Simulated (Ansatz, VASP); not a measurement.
## Au (Gold): VASP beside Ansatz

One calculation is typed for both programs; each brings its own data sets. How far apart do they land? The cell is taken from a series of runs on this material, whose earlier steps may have relaxed, scaled, displaced or heated it; both programs get it as it stands.

Main program and level: Ansatz 0.2.0; plane waves, with VASP 6.6.1 beside it; LDA.

## (1) The starting structure

The structure is cubic, space group Fm-3m (No. 225). The conventional cell has a = 4.048 Å, b = 4.048 Å, c = 4.048 Å, α = 90.00°, β = 90.00°, γ = 90.00°. Au has 12 Au at 2.86 Å nearest.

Structure file:

```cif
data_structure
_symmetry_space_group_name_H-M 'P 1'
_symmetry_Int_Tables_number 1
_cell_length_a 2.8624
_cell_length_b 2.8624
_cell_length_c 2.8624
_cell_angle_alpha 60.000
_cell_angle_beta 60.000
_cell_angle_gamma 60.000
_cell_volume 16.58
loop_
_atom_site_label
_atom_site_type_symbol
_atom_site_fract_x
_atom_site_fract_y
_atom_site_fract_z
_atom_site_occupancy
Au1 Au 0.00000 0.00000 0.00000 1
```

## (2) VASP: relaxation of cell and atoms, LDA

The relaxed volume is the usual yardstick between codes: in a stiff, nearly cubic crystal its relative difference is about their pressure difference at one cell divided by the bulk modulus.

Lines of VASP's logs that name or quote its potential files are left out, and so is its time.

File INCAR:

```
SYSTEM = Au
PREC = Accurate
ENCUT = 500
EDIFF = 1E-07
NELM = 120
ISMEAR = 1
SIGMA = 0.15
LREAL = .FALSE.
ALGO = Normal
GGA = PW92
NBANDS = 11
LASPH = .TRUE.
LORBIT = 11
LWAVE = .FALSE.
LCHARG = .FALSE.
ISIF = 3
IBRION = 2
NSW = 80
EDIFFG = -0.005
GGA_COMPAT = .FALSE.
NELMIN = 4
```

File POSCAR:

```
Au
1.0
    0.0000000000      2.0240390000      2.0240390000
    2.0240390000      0.0000000000      2.0240390000
    2.0240390000      2.0240390000      0.0000000000
Au
1
Direct
    0.0000000000      0.0000000000      0.0000000000
```

File KPOINTS:

```
Automatic mesh
0
Gamma
16 16 16
0 0 0
```

PAW data sets: Au (LDA family, release 64).

The run is started by

```
$ mpirun -np 1 vasp_std
```

Numbers of over 12 decimals in the logs are rounded to 6 here.

Output:

```text
[banner, memory and clock lines left out]
running    1 mpi-ranks, on    1 nodes
 distrk:  each k-point on    1 cores,    1 groups
 distr:  one band on    1 cores,    1 groups

 POSCAR found type information on POSCAR Au
 POSCAR found :  1 types and       1 ions
|                                                                             |
|               ----> ADVICE to this user running VASP <----                  |
|                                                                             |
|     You enforced a specific xc type in the INCAR file but a different       |
|     [... a line on the potential file left out ...]
|     I HOPE YOU KNOW WHAT YOU ARE DOING!                                     |
|                                                                             |

 LDA part: xc-table for (Slater(with rela. corr.)+PW92), standard interpolation
 POSCAR, INCAR and KPOINTS ok, starting setup
 FFT: planning ... GRIDC
 FFT: planning ... GRID_SOFT
 FFT: planning ... GRID
 WAVECAR not read
 entering main loop
       N       E                     dE             d eps       ncg     rms          rms(c)
DAV:   1     0.469894062740E+02    0.46989E+02   -0.55161E+03  3326   0.868E+02
DAV:   2    -0.411653882576E+01   -0.51106E+02   -0.48054E+02  3595   0.191E+02
DAV:   3    -0.475778038748E+01   -0.64124E+00   -0.64033E+00  3697   0.211E+01
DAV:   4    -0.475981398496E+01   -0.20336E-02   -0.20335E-02  3529   0.137E+00
DAV:   5    -0.475982819676E+01   -0.14212E-04   -0.14212E-04  3676   0.110E-01    0.105E+01
DAV:   6    -0.446619357840E+01    0.29363E+00   -0.83110E-01  3343   0.770E+00    0.643E+00
DAV:   7    -0.444195290184E+01    0.24241E-01   -0.75009E-02  3631   0.226E+00    0.290E+00
DAV:   8    -0.443854595700E+01    0.34069E-02   -0.21691E-03  3445   0.502E-01    0.257E-01
DAV:   9    -0.443854462519E+01    0.13318E-05   -0.82353E-06  3613   0.280E-02    0.110E-02
DAV:  10    -0.443854519284E+01   -0.56765E-06   -0.93478E-07  3523   0.765E-03    0.685E-04
DAV:  11    -0.443854519306E+01   -0.22419E-09   -0.19523E-08  2093   0.124E-03
   1 F= -.44385452E+01 E0= -.44385365E+01  d E =-.443855E+01
 curvature:   0.00 expect dE= 0.000E+00 dE for cont linesearch  0.000E+00
 trial: gam= 0.00000 g(F)=  0.498E-63 g(S)=  0.245E-03 ort = 0.000E+00 (trialstep = 0.100E+01)
 search vector abs. value=  0.245E-03
 bond charge predicted
       N       E                     dE             d eps       ncg     rms          rms(c)
DAV:   1    -0.444273072530E+01   -0.41855E-02   -0.80538E-02  3340   0.280E+00    0.389E-01
DAV:   2    -0.443862287269E+01    0.41079E-02   -0.12348E-02  3286   0.941E-01    0.172E-01
DAV:   3    -0.443843608522E+01    0.18679E-03   -0.76880E-04  3586   0.228E-01    0.121E-01
DAV:   4    -0.443843396666E+01    0.21186E-05   -0.29103E-05  3394   0.389E-02    0.139E-03
DAV:   5    -0.443843408612E+01   -0.11945E-06   -0.55130E-07  3624   0.634E-03    0.587E-04
DAV:   6    -0.443843416054E+01   -0.74421E-07   -0.25404E-08  2272   0.106E-03
   2 F= -.44384342E+01 E0= -.44384338E+01  d E =0.111033E-03
 trial-energy change:    0.000111  1 .order    0.000109   -0.000245    0.000463
 step:   0.3420(harm=  0.3458)  dis= 0.00000  next Energy=    -4.438587 (dE=-0.417E-04)
 bond charge predicted
       N       E                     dE             d eps       ncg     rms          rms(c)
DAV:   1    -0.444044735180E+01   -0.20133E-02   -0.34849E-02  3328   0.184E+00    0.256E-01
DAV:   2    -0.443866903946E+01    0.17783E-02   -0.53445E-03  3280   0.618E-01    0.109E-01
DAV:   3    -0.443858767642E+01    0.81363E-04   -0.33680E-04  3580   0.151E-01    0.770E-02
DAV:   4    -0.443858695811E+01    0.71831E-06   -0.13408E-05  3367   0.264E-02    0.304E-03
DAV:   5    -0.443858694028E+01    0.17833E-07   -0.22579E-07  3565   0.440E-03
   3 F= -.44385869E+01 E0= -.44385811E+01  d E =-.417472E-04
 curvature:  -0.17 expect dE=-0.306E-07 dE for cont linesearch -0.306E-07
 trial: gam= 0.00000 g(F)=  0.286E-64 g(S)=  0.177E-06 ort =-0.658E-05 (trialstep = 0.868E+00)
 search vector abs. value=  0.177E-06
 reached required accuracy - stopping structural energy minimisation
```

OUTCAR, selected parts (step 2):

```text
ion  position               nearest neighbor table
   1  0.000  0.000  0.000-

  LATTYP: Found a face centered cubic cell.
 ALAT       =     4.0480780000

 Subroutine GETGRP returns: Found 48 space group operations
 (whereof 48 operations were pure point group operations)

The static configuration has the point symmetry O_h .

 Found    145 irreducible k-points:

   k-points           NKPTS =    145   k-points in BZ     NKDIM =    145   number of bands    NBANDS=     11

   dimension x,y,z NGX =    24 NGY =   24 NGZ =   24
   dimension x,y,z NGXF=    48 NGYF=   48 NGZF=   48

   ENCUT  =  500.0 eV  36.75 Ry    6.06 a.u.   5.22  5.22  5.22*2*pi/ulx,y,z

   NELECT =      11.0000    total number of electrons

 k-points in reciprocal lattice and weights: Automatic mesh
   0.00000000  0.00000000  0.00000000       0.000
   0.06250000  0.00000000  0.00000000       0.002
   0.12500000  0.00000000  0.00000000       0.002
   0.18750000  0.00000000  0.00000000       0.002
   0.25000000  0.00000000  0.00000000       0.002
   0.31250000  0.00000000  0.00000000       0.002
   0.37500000  0.00000000  0.00000000       0.002
   0.43750000  0.00000000  0.00000000       0.002
   0.50000000  0.00000000  0.00000000       0.001
[...]
-0.31250000  0.50000000  0.18750000       0.003
  -0.25000000  0.50000000  0.25000000       0.001

 average (electrostatic) potential at core
       1 -63.9591

 E-fermi :   9.6834

 k-point     1 :       0.0000    0.0000    0.0000
  band No.  band energies     occupation
    ...
      2       4.8663      2.00000
      3       4.8663      2.00000
      4       4.8663      2.00000
      5       6.4743      2.00000
      6       6.4743      2.00000
      7      24.1693      0.00000
      8      28.2694      0.00000
      9      28.2694      0.00000
     10      28.2694      0.00000
     11      33.3823      0.00000

 k-point     2 :       0.0625    0.0000    0.0000
  band No.  band energies     occupation
    ...
      2       4.8189      2.00000
      3       4.9156      2.00000
      4       4.9156      2.00000
      5       6.4514      2.00000
      6       6.4514      2.00000
      7      24.3426      0.00000
      8      27.4118      0.00000
      9      28.4440      0.00000
     10      28.4440      0.00000
     11      34.1122      0.00000

 k-point     3 :       0.1250    0.0000    0.0000
  band No.  band energies     occupation
    ...
      2       4.7048      2.00000
      3       5.0385      2.00000
      4       5.0385      2.00000
      5       6.4110      2.00000
      6       6.4110      2.00000
      7      24.6986      0.00000
      8      25.7267      0.00000
      9      28.9325      0.00000
     10      28.9325      0.00000
     11      33.4176      0.00000

  Total       -0.0011060     -0.0011060     -0.0011060      0.0000000      0.0000000      0.0000000
  in kB       -0.1066299     -0.1066299     -0.1066299      0.0000000      0.0000000      0.0000000
  external PRESSURE =      -0.1066299 kB  Pullay stress =       0.0000000 kB

  energy-cutoff  :      500.00
  volume of cell :       16.62
      direct lattice vectors                 reciprocal lattice vectors
    -0.000000000  2.025411878  2.025411878    -0.246863369  0.246863369  0.246863369
     2.025411878  0.000000000  2.025411878     0.246863369 -0.246863369  0.246863369
     2.025411878  2.025411878 -0.000000000     0.246863369  0.246863369 -0.246863369

 POSITION                                       TOTAL-FORCE (eV/Angst)
 -----------------------------------------------------------------------------------
      0.00000      0.00000      0.00000         0.000000      0.000000      0.000000
 -----------------------------------------------------------------------------------
    total drift:                               -0.000000     -0.000000      0.000000

  FREE ENERGIE OF THE ION-ELECTRON SYSTEM (eV)
  ---------------------------------------------------
  free  energy   TOTEN  =        -4.4385869403 eV

  energy  without entropy=       -4.4385695421  energy(sigma->0) =       -4.43858114

 reached required accuracy - stopping structural energy minimisation

 total charge
# of ion       s       p       d       tot
------------------------------------------
    1        0.550   0.379   8.763   9.691

[... 3 further parts left out ...]
```

CONTCAR:

```
Au
   1.00000000000000
    -0.0000000000000000    2.0254118777988950    2.0254118777988950
     2.0254118777988950    0.0000000000000000    2.0254118777988950
     2.0254118777988950    2.0254118777988950   -0.0000000000000000
  Au
     1
Direct
     0.0000000000000000    0.0000000000000000    0.0000000000000000
```

## (3) Ansatz: relaxation of cell and atoms, LDA

Ansatz runs on its default PAW (the set named soft_2) files.

The same cell, functional (in two slightly different forms), mesh and smearing now go to Ansatz, which takes its cutoff from its data sets.

File input.yaml:

```yaml
crystal:
  lattice:
    - [0.0, 2.0240394869, 2.0240394869]
    - [2.0240394869, 0.0, 2.0240394869]
    - [2.0240394869, 2.0240394869, 0.0]
  atoms:
    - { symbol: Au, position: [0.0, 0.0, 0.0] }
kpoints:
  mp_grid: { grid: [16, 16, 16] }
hamiltonian:
  xc: lda
scf:
  occupations: { method: methfessel_paxton, width: 0.15 }
output:
  forces: true
  stress: true
  eigenvalues: true
relax:
  adjacent_minimum: "off"
  f_tol: 0.001
  max_steps: 60
  cell: { stress_tol: 0.01 }
```

The run is started by

```
$ ansatz run input.yaml --threads 4 --pin off --max-ram 7168MiB --backend cpu --events-out ev --progress --plain --runs-dir out
```

Output:

```text
Engine: ansatz 0.2.0, aarch64-unknown-linux-gnu
Pseudopotentials: kind: paw
Pseudopotential: Au, paw, valence charge 19, recommended cutoff 420 eV (normal), Au.paw.azcp
Functional definition: SPW92
  exchange = slater_x
  correlation = pw_c
Crystal: 1 atoms, lattice volume = 16.584 Å³
Basis set: ecut = 420 eV, 331 PW (Γ)
Bands: 14, of which v1, the nominal top of the filled ones, is band 10 counted from 1 (9 counted from 0)
Symmetry: 48 space group operations
Space group: Fm-3m (ITA 225), of the structure as read, at distance tolerance 2.6e-5 Å
k-points: 145 of 4096
Non-local potential: Au, projectors of the file, l = 0: 3, l = 1: 2, l = 2: 2, l = 3: 1
PAW form: soft (Blöchl's): semilocal exchange-correlation on the pseudo side does not see the compensation charge
PAW frozen core: Au, regenerated for the run's functional, and the local potential with it (the file was generated under x = pbe(κ = 0.804, μ = 0.219515), c = pbe(β = 0.066725))
PAW one-centre angular grid: Au, 590 points (default); XC on 64 Gauss nodes
Initial density: superposition of atomic densities (neutral atoms: chi_scale 0, normalization atom), corrected by the library's trained network
Initial wavefunctions: pseudopotential atomic-orbital guess
Functional: x = slater, c = lda
SCF iter   1: F=—  HF=-12864.955694 eV  |F-HF|=—  |Δ(HF+E_count)|=         —  Δρ=7.92e-3  dr2=6.30e-3  ethr=1.77e-3  ⟨swp⟩=4.5  Hψ=9907  notcnv=0
preconditioner: auto → none  [insulator: Δε(μ)=0.114 eV  Ē_g=16.235 eV  σ=0.150 eV  W_gap=0.57  n_scr=8 (ndim 8)  ℏωp=30.2 eV  f_vac=0.000  D(μ)=0.31/eV (n_scr^D=0)  ε∞_Penn≈4.5]
SCF iter   2: F=—  HF=-12864.953921 eV  |F-HF|=—  |Δ(HF+E_count)|=   1.77e-3  S|Δr|=    0.00e0  Δρ=3.03e-3  dr2=4.58e-4  ethr=3.32e-5  ⟨swp⟩=2.3  Hψ=3729  notcnv=0
SCF iter   3: F=—  HF=-12864.953771 eV  |F-HF|=—  |Δ(HF+E_count)|=   1.50e-4  S|Δr|=    0.00e0  Δρ=1.48e-3  dr2=7.35e-5  ethr=2.41e-6  ⟨swp⟩=2.7  Hψ=3248  notcnv=0
SCF iter   4: F=—  HF=-12864.953748 eV  |F-HF|=—  |Δ(HF+E_count)|=   2.33e-5  S|Δr|=    0.00e0  Δρ=3.15e-4  dr2=3.20e-6  ethr=3.87e-7  ⟨swp⟩=1.3  Hψ=2019  notcnv=0
SCF iter   5: F=-12864.953747 eV  HF=-12864.953747 eV  |F-HF|=6.04e-9  |Δ(HF+E_count)|=   5.00e-7  S|Δr|=    0.00e0  Δρ=2.73e-5  dr2=2.69e-8  ethr=5.26e-10  ⟨swp⟩=4.2  Hψ=7971  notcnv=0
SCF 1 converged in 5 iterations: F = -12864.953747 eV  dr2 = 2.69e-8
  greatest PAW one-centre occupation: 1.003 electrons in one spin orbital (limit 2), on the Au atom at site 0 (counted from 0), in its partial waves of l = 0
relax step   1: F+E_penalty+E_count = -12864.95374711 eV  Δ(F+E_penalty+E_count) = +0.000e0 eV  max|allowed force component| = 0.000e0 eV/Å  Δτ_max = 0.0000 Å  P = +0.012 GPa  Ω = 16.584 Å³  (5 SCF iters, dr2 threshold 1.00e-7 eV, accepted)
[...]
relax step   2: F+E_penalty+E_count = -12864.95374621 eV  Δ(F+E_penalty+E_count) = +8.981e-7 eV  max|allowed force component| = 0.000e0 eV/Å  Δτ_max = 0.0000 Å  P = -0.023 GPa  Ω = 16.587 Å³  energy of the carried Pulay correction = -8.020e-7 eV  (4 SCF iters, dr2 threshold 3.63e-10 eV, rejected (line search))
[...]
relax step   3: F+E_penalty+E_count = -12864.95374688 eV  Δ(F+E_penalty+E_count) = +2.370e-7 eV  max|allowed force component| = 0.000e0 eV/Å  Δτ_max = 0.0000 Å  P = -0.000 GPa  Ω = 16.585 Å³  energy of the carried Pulay correction = -2.776e-7 eV  (6 SCF iters, accepted)
[...]
relax step   4: F+E_penalty+E_count = -12864.95374688 eV  Δ(F+E_penalty+E_count) = +1.819e-12 eV  max|allowed force component| = 0.000e0 eV/Å  Δτ_max = 0.0000 Å  P = -0.000 GPa  Ω = 16.585 Å³  stress off target by 4.07e-6 GPa  SCF on the basis re-selected at this cell (its energy is not comparable with the rows above)  (2 SCF iters)
basis re-selected at this cell: Δ(F+E_penalty+E_count) = +1.819e-12 eV, ΔP = +0.000 GPa vs the last step (what re-selecting the basis moved, of the pressure what is left beyond the Pulay correction that the steps carried, after the strain that the cell walked since its last selection, with what the two solves' SCF thresholds leave and, on support functions, any second-order correction that the steps lacked; it is no  [...]
SCF converged after 2 iterations
Stability not checked: this state was not tested for a lower state beside it, because cold or Methfessel-Paxton smearing, or corrected tetrahedra, fill the levels in a way that the test cannot read (fill_not_monotonic; see scf.lower_state_search)
Free energy (F): -12864.953747 eV
Harris-Foulkes:  -12864.953747 eV  (|F-HF|=0.00e0)
Internal energy: -12864.953712 eV  (E = F + TS)
E sigma→0 (E₀):  -12864.953738 eV
Entropy (-TS):   -0.000035 eV (-0.035 meV/atom)
Fermi energy:    20.989400 eV
--- Per-component energies (eV) ---
  E_band       = -202.089596
  E_kinetic    = 605.586753
  E_local      = -1669.868517  (includes V_loc(G=0)·N_el)
  E_nonlocal   = 81.336365
  E_hartree    = 711.658452
  E_xc         = -227.036968
  E_vxc        = -275.439809  (∫ρ·V_xc dr)
  E_paw        = -9423.427773  (= ΣΔE_a)
  E_vpaw       = -367.022683  (= ΣTr[D̂ρ^β])
  E_aug_tail   = 0.001364  (compensation charges beyond the density's cutoff)
  E_ewald      = -2943.726107
  E_core_change = 0.522718  (= ΣΔE_core)
  E_smearing   = -0.000035  (= −TS)
  E_closure    = -0.000000  (closes the sum)
  Σ components = -12864.953747   (vs F -12864.953747, Δ=0.00e0)
--- Forces (eV/Å), atoms counted from 1 ---
  atom   1  Au     0.00000000    -0.00000000    -0.00000000
  max |Σ_I F_I| component: 3.94e-31 eV/Å
--- Stress (GPa, compression-positive) ---
       -0.000004      -0.000000      -0.000000
       -0.000000      -0.000004       0.000000
       -0.000000      -0.000000      -0.000004
  P = ⅓ Tr σ = -0.0000 GPa (-0.000 kbar)
--- Band table (eV; the first three rows and the last of 145) ---
  k-point 0: bands = [... 6 lower, 16.1826, 16.1826, 17.7992, 17.7992, 35.4546, 39.5450, 39.5450, 39.5450]
  k-point 1: bands = [... 6 lower, 16.2321, 16.2321, 17.7762, 17.7762, 35.6271, 38.6926, 39.7187, 39.7187]
  k-point 2: bands = [... 6 lower, 16.3558, 16.3558, 17.7357, 17.7357, 35.9834, 37.0131, 40.2050, 40.2050]
  k-point 144: bands = [... 6 lower, 15.6799, 17.6196, 19.4103, 25.7776, 27.3702, 27.3702, 30.6316, 43.7354]
--- Relaxed structure (3 steps of the walk, 2 accepted, 1 SCFs on fresh bases) ---
  F+E_penalty+E_count = -12864.95374688 eV   max|allowed force component| = 0.000e0 eV/Å   (the final SCF, on the basis selected at the relaxed cell)
  cell:  # Å, volume = 16.5849 Å³
    - [0, 2.024081, 2.024081]
    - [2.024081, 0, 2.024081]
    - [2.024081, 2.024081, 0]
  atoms:
    - { symbol: Au, position: [0.0, 0.0, 0.0] }
```

## (4) Comparison

Known differences besides the potentials themselves: the data sets hold 19 valence electrons in Ansatz (on its default PAW (the set named soft_2) files) and 11 in VASP; the cutoff is 420 eV in Ansatz and 500 eV in VASP; VASP's log shows a relativistic correction to its local exchange, Ansatz's none; Ansatz adds a Pulay correction to the stress that steers its cell, VASP none. Total energies have different zeros and are not compared.

Both answers:

```csv
quantity,Ansatz,VASP,difference
volume (Å³),16.58,16.62,-0.20 %
"edge a after relaxation, in the typed setting (Å)",2.862,2.864,-0.07 %
```

## (5) What came out

```
difference in volume (relaxation of cell and atoms, LDA) : -0.20 %
```

The difference in volume is -0.20 % (relaxation of cell and atoms, LDA), within the 1.2 % picked in this series as the mark of a large difference, as far as the stopping tolerances let one tell. The data sets hold unlike numbers of valence electrons (19 in Ansatz and 11 in VASP), so part of the differences may come from the potentials. How closely two codes agree says nothing of how well the functional describes the real material.

[Lines on the potential files, build, host, timing and source positions are cut from VASP's logs without a mark.]

[Logs are printed without paths, hosts, clocks, repeated set-up lines and the standing remarks that a program may print on its own settings, such as how far it seeks lower states.]

[Hosts, paths, dates, database ids (printed as entryN), source tags and the programs' standing remarks are cut or masked in the printed files.]
